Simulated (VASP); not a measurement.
Computed with r2SCAN meta-GGA, VASP's PBE PAW potentials (set 64) (plane waves; VASP).

Input for VASP

**POSCAR**
```
MnO2
1.0
  4.3968921675   0.0000000000   0.0000000000
  0.0000000000   4.3968921675   0.0000000000
  0.0000000000   0.0000000000   2.8473440646
Mn O
2 4
Direct
  1.0000000000   1.0000000000   0.0000000000
  0.5000000000   0.5000000000   0.5000000000
  0.3048084744   0.3048084744   1.0000000000
  0.8048084744   0.1951915256   0.5000000000
  0.1951915256   0.8048084744   0.5000000000
  0.6951915256   0.6951915256   0.0000000000
```

### INCAR
```
SYSTEM = MnO2
PREC = Accurate
ENCUT = 520
EDIFF = 1E-6
NELM = 100
ALGO = Normal
LREAL = .FALSE.
LASPH = .TRUE.
ISMEAR = 1
SIGMA = 0.1
METAGGA = R2SCAN
LMIXTAU = .TRUE.
LMAXMIX = 4
ISPIN = 2
MAGMOM = 3.0 3.0 0.0 0.0 0.0 0.0
LORBIT = 10
LWAVE = .FALSE.
LCHARG = .FALSE.
IBRION = 2
ISIF = 3
NSW = 60
EDIFFG = -0.02
```

KPOINTS:
```
Automatic mesh
0
Gamma
6 6 10
0 0 0
```

POTCAR, in this order: Mn_pv O (PBE.64 set). Program: vasp_std.

The run wrote:

OSZICAR:
```
       N       E                     dE             d eps       ncg     rms          rms(c)
DAV:   1     0.628458811175E+03    0.62846E+03   -0.28759E+04  8144   0.188E+03
DAV:   2    -0.317661968887E+02   -0.66023E+03   -0.60678E+03  8897   0.544E+02
DAV:   3    -0.934140729925E+02   -0.61648E+02   -0.60552E+02  8284   0.177E+02
DAV:   4    -0.948246383597E+02   -0.14106E+01   -0.14064E+01  8593   0.269E+01
DAV:   5    -0.948451470836E+02   -0.20509E-01   -0.20500E-01  8573   0.340E+00    0.461E+01
DAV:   6    -0.712707404685E+02    0.23574E+02   -0.94701E+01  8856   0.112E+02    0.405E+01
DAV:   7    -0.659580790037E+02    0.53127E+01   -0.45758E+01  8144   0.875E+01    0.199E+01
DAV:   8    -0.650136899161E+02    0.94439E+00   -0.39126E+00  8414   0.235E+01    0.746E+00
DAV:   9    -0.653232626892E+02   -0.30957E+00   -0.17052E+00  8658   0.124E+01    0.395E+00
DAV:  10    -0.652820153780E+02    0.41247E-01   -0.31454E-01  7945   0.607E+00    0.119E+00
DAV:  11    -0.653947485851E+02   -0.11273E+00   -0.54218E-02  7922   0.164E+00    0.611E-01
DAV:  12    -0.653959395813E+02   -0.11910E-02   -0.26836E-03  8107   0.374E-01    0.231E-01
DAV:  13    -0.653958251346E+02    0.11445E-03   -0.62384E-04  9275   0.355E-01    0.777E-02
DAV:  14    -0.653958760843E+02   -0.50950E-04   -0.12692E-04  8005   0.109E-01    0.463E-02
DAV:  15    -0.653959288447E+02   -0.52760E-04   -0.50294E-05  8159   0.834E-02    0.101E-02
DAV:  16    -0.653959290668E+02   -0.22208E-06   -0.98668E-06  7655   0.250E-02
   1 F= -.65395929E+02 E0= -.65396007E+02  d E =-.653959E+02  mag=     6.0014
       N       E                     dE             d eps       ncg     rms          rms(c)
DAV:   1    -0.656737194956E+02   -0.27779E+00   -0.57767E+00  8055   0.269E+01    0.558E+00
DAV:   2    -0.655386485114E+02    0.13507E+00   -0.13500E+00  8009   0.183E+01    0.612E+00
DAV:   3    -0.654043164755E+02    0.13433E+00   -0.21079E-01  9241   0.796E+00    0.141E+00
DAV:   4    -0.653999575121E+02    0.43590E-02   -0.14534E-01  7960   0.226E+00    0.959E-01
DAV:   5    -0.653939693491E+02    0.59882E-02   -0.17308E-02  8053   0.192E+00    0.341E-01
DAV:   6    -0.653935575323E+02    0.41182E-03   -0.11589E-02  8047   0.661E-01    0.196E-01
DAV:   7    -0.653932088612E+02    0.34867E-03   -0.14252E-03  8600   0.307E-01    0.511E-02
DAV:   8    -0.653932091279E+02   -0.26673E-06   -0.16828E-04  8039   0.892E-02    0.289E-02
DAV:   9    -0.653932044314E+02    0.46966E-05   -0.55745E-06  8336   0.208E-02    0.108E-02
DAV:  10    -0.653932000740E+02    0.43574E-05   -0.22090E-06  4948   0.113E-02    0.362E-03
DAV:  11    -0.653931981943E+02    0.18797E-05   -0.19220E-07  3978   0.384E-03    0.199E-03
DAV:  12    -0.653931988913E+02   -0.69703E-06   -0.12658E-07  3960   0.240E-03
   2 F= -.65393199E+02 E0= -.65393212E+02  d E =0.273018E-02  mag=     6.0016
       N       E                     dE             d eps       ncg     rms          rms(c)
DAV:   1    -0.654825795719E+02   -0.89381E-01   -0.16879E+00  8057   0.144E+01    0.297E+00
DAV:   2    -0.654317248349E+02    0.50855E-01   -0.31334E-01  8010   0.874E+00    0.290E+00
DAV:   3    -0.654052477658E+02    0.26477E-01   -0.60332E-02  9422   0.391E+00    0.795E-01
DAV:   4    -0.654026856329E+02    0.25621E-02   -0.34277E-02  7960   0.110E+00    0.386E-01
DAV:   5    -0.654018246963E+02    0.86094E-03   -0.15910E-03  9483   0.562E-01    0.175E-01
DAV:   6    -0.654017838176E+02    0.40879E-04   -0.18704E-03  8053   0.304E-01    0.757E-02
DAV:   7    -0.654017728012E+02    0.11016E-04   -0.15877E-04  8734   0.964E-02    0.248E-02
DAV:   8    -0.654017809121E+02   -0.81109E-05   -0.28358E-05  8216   0.367E-02    0.142E-02
DAV:   9    -0.654017830704E+02   -0.21583E-05   -0.10132E-06  4101   0.897E-03    0.664E-03
DAV:  10    -0.654017857077E+02   -0.26373E-05   -0.99984E-07  3991   0.808E-03    0.159E-03
DAV:  11    -0.654017860920E+02   -0.38431E-06   -0.12310E-07  3960   0.316E-03
   3 F= -.65401786E+02 E0= -.65401816E+02  d E =-.585703E-02  mag=     6.0003
       N       E                     dE             d eps       ncg     rms          rms(c)
DAV:   1    -0.654018249227E+02   -0.39215E-04   -0.71499E-04  8063   0.298E-01    0.612E-02
DAV:   2    -0.654018089359E+02    0.15987E-04   -0.13915E-04  8010   0.186E-01    0.618E-02
DAV:   3    -0.654017885531E+02    0.20383E-04   -0.25247E-05  9389   0.822E-02    0.159E-02
DAV:   4    -0.654017860185E+02    0.25346E-05   -0.15295E-05  7960   0.218E-02    0.863E-03
DAV:   5    -0.654017843968E+02    0.16217E-05   -0.82721E-07  3960   0.143E-02    0.368E-03
DAV:   6    -0.654017864067E+02   -0.20099E-05   -0.15084E-06  4236   0.785E-03    0.222E-03
DAV:   7    -0.654017859378E+02    0.46883E-06   -0.14888E-07  3960   0.291E-03
   4 F= -.65401786E+02 E0= -.65401817E+02  d E =-.585687E-02  mag=     6.0003
       N       E                     dE             d eps       ncg     rms          rms(c)
DAV:   1    -0.654028427454E+02   -0.10563E-02   -0.12802E-01  7928   0.251E+00    0.243E-01
DAV:   2    -0.654024089722E+02    0.43377E-03   -0.25095E-03  8105   0.456E-01    0.165E-01
DAV:   3    -0.654023453070E+02    0.63665E-04   -0.28017E-04  8337   0.231E-01    0.120E-01
DAV:   4    -0.654023127951E+02    0.32512E-04   -0.12558E-04  9735   0.125E-01    0.406E-02
DAV:   5    -0.654023091935E+02    0.36015E-05   -0.16847E-05  8461   0.309E-02    0.215E-02
DAV:   6    -0.654023050015E+02    0.41920E-05   -0.16842E-06  5093   0.171E-02    0.122E-02
DAV:   7    -0.654023018128E+02    0.31888E-05   -0.12781E-06  4060   0.142E-02    0.368E-03
DAV:   8    -0.654023005340E+02    0.12788E-05   -0.27819E-07  3960   0.598E-03    0.125E-03
DAV:   9    -0.654023004715E+02    0.62546E-07   -0.69122E-08  3960   0.196E-03
   5 F= -.65402300E+02 E0= -.65402332E+02  d E =-.514534E-03  mag=     6.0003
```

File OUTCAR:
```
------------------------ aborting loop because EDIFF is reached ----------------------------------------
  FORCE on cell =-STRESS in cart. coord.  units (eV):
  Direction    XX          YY          ZZ          XY          YZ          ZX
  --------------------------------------------------------------------------------------
  Total       -0.0534784     -0.0534784      0.0393772      0.0000000      0.0000000      0.0000000
  in kB       -1.5410582     -1.5410582      1.1347128      0.0000000      0.0000000      0.0000000
  external PRESSURE =      -0.6491345 kB  Pullay stress =       0.0000000 kB
  volume of cell :       55.60
      direct lattice vectors                 reciprocal lattice vectors
     4.403979934  0.000000000  0.000000000     0.227067338 -0.000000000  0.000000000
     0.000000000  4.403979934  0.000000000    -0.000000000  0.227067338  0.000000000
     0.000000000  0.000000000  2.866680602     0.000000000  0.000000000  0.348835514
 POSITION                                       TOTAL-FORCE (eV/Angst)
 -----------------------------------------------------------------------------------
      0.00000      4.40398      0.00000        -0.000000      0.000000     -0.000000
      2.20199      2.20199      1.43334        -0.000000      0.000000     -0.000000
      1.34325      1.34325      0.00000         0.002666      0.002666     -0.000000
      3.54524      0.85874      1.43334         0.002666     -0.002666      0.000000
      0.85874      3.54524      1.43334        -0.002666      0.002666     -0.000000
      3.06073      3.06073      0.00000        -0.002666     -0.002666      0.000000
 -----------------------------------------------------------------------------------
    total drift:                                0.000000      0.000000      0.000000
  FREE ENERGIE OF THE ION-ELECTRON SYSTEM (eV)
  ---------------------------------------------------
  free  energy   TOTEN  =       -65.4023004715 eV

  energy  without entropy=      -65.4023963199  energy(sigma->0) =      -65.40233242

 total charge

# of ion       s       p       d       tot
------------------------------------------
    1        0.381   6.467   4.827  11.675
    2        0.381   6.467   4.827  11.675
    3        1.574   3.499   0.000   5.073
    4        1.574   3.499   0.000   5.073
    5        1.574   3.499   0.000   5.073
    6        1.574   3.499   0.000   5.073
--------------------------------------------------
tot          7.057  26.930   9.653  43.640

 magnetization (x)

# of ion       s       p       d       tot
------------------------------------------
    1        0.016   0.028   2.764   2.808
    2        0.016   0.028   2.764   2.808
    3        0.001   0.054   0.000   0.055
    4        0.001   0.054   0.000   0.055
    5        0.001   0.054   0.000   0.055
    6        0.001   0.054   0.000   0.055
--------------------------------------------------
tot          0.035   0.271   5.529   5.835

 reached required accuracy - stopping structural energy minimisation
```
(Selected blocks of OUTCAR.)

**CONTCAR**
```
MnO2
   1.00000000000000
     4.4039799344208124    0.0000000000000000    0.0000000000000000
     0.0000000000000000    4.4039799344208124    0.0000000000000000
     0.0000000000000000    0.0000000000000000    2.8666806015076278
  Mn              O
     2     4
Direct
     0.0000000000000000    1.0000000000000000    0.0000000000000000
     0.5000000000000000    0.5000000000000000    0.5000000000000000
     0.3050075777215204    0.3050075777215204    0.0000000000000000
     0.8050075777215203    0.1949924222784796    0.5000000000000000
     0.1949924222784796    0.8050075777215203    0.5000000000000000
     0.6949924222784797    0.6949924222784797    0.0000000000000000
```

The moments were started parallel, and other spin orders were not tried in this run.

The compound is MnO2 in the rutile structure. This run relaxes it. Symmetry was kept, so distortions that lower it aren't found. The start is the result of an earlier pass.
